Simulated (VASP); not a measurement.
An input for Quantum ESPRESSO's pw.x (written as the equivalent of a VASP run, and not itself run):

```
&CONTROL
  calculation = 'vc-relax'
  pseudo_dir = './pseudo'
  outdir = './out'
  tprnfor = .true.
  tstress = .true.
  nstep = 40
  forc_conv_thr = 0.00078
/
&SYSTEM
  ibrav = 0
  nat = 3
  ntyp = 2
  ecutwfc = 84
  occupations = 'smearing'
  smearing = 'methfessel-paxton'
  degauss = 0.00735
  input_dft = 'pz'
/
&ELECTRONS
  conv_thr = 7.3e-08
  electron_maxstep = 100
/
&IONS
/
&CELL
  press = 50
/
ATOMIC_SPECIES
  Mg 24.305 Mg.upf
  Ge 72.630 Ge.upf
CELL_PARAMETERS angstrom
     0.0000000    3.0577403    3.0577403
     3.0577403    0.0000000    3.0577403
     3.0577403    3.0577403   -0.0000000
ATOMIC_POSITIONS crystal
  Mg   0.2500000  0.2500000  0.2500000
  Mg   0.7500000  0.7500000  0.7500000
  Ge   0.0000000  0.0000000  0.0000000
K_POINTS automatic
  9 9 9 0 0 0
```

**Question.** Write the VASP files for the same calculation (LDA).

**Answer.** This is not unique; one that fits is 
INCAR:
```
SYSTEM  =  Mg2Ge
PREC  =  Accurate; ENCUT  =  500; LREAL  =  .FALSE.
LASPH  =  .TRUE.
EDIFF  =  1E-6; NELM  =  100; ALGO  =  Normal
LMAXMIX  =  4
ISMEAR  =  1; SIGMA  =  0.1
IBRION  =  2; NSW  =  40; ISIF  =  3
EDIFFG  =  -0.02; PSTRESS  =  50
LWAVE  =  .FALSE.; LCHARG  =  .FALSE.
```

**KPOINTS**
```
Automatic mesh
0
Gamma
9 9 9
0 0 0
```

**POSCAR**
```
Mg2Ge
1
    0.0000000000     3.0577403314     3.0577403314
    3.0577403314     0.0000000000     3.0577403314
    3.0577403314     3.0577403314    -0.0000000000
Mg Ge
2 1
Direct
  0.2500000000   0.2500000000   0.2500000000
  0.7500000000   0.7500000000   0.7500000000
  0.0000000000   0.0000000000   0.0000000000
```

POTCAR, in this order: Mg Ge_d (LDA.64 set). Program: vasp_std.

The two are equivalent in intent, not identical: the potentials are each code's own (VASP's PAW set, PseudoDojo norm-conserving files in pw.x), so ENCUT and ecutwfc are chosen apart and not converted; conv_thr bounds pw.x's estimated SCF error, while EDIFF bounds the energy change between steps; forc_conv_thr acts on force components and is met together with etot_conv_thr.

The compound is Mg2Ge in the antifluorite structure. This run relaxes it under an external pressure of 5 GPa. Symmetry was kept, so distortions that lower it aren't found.
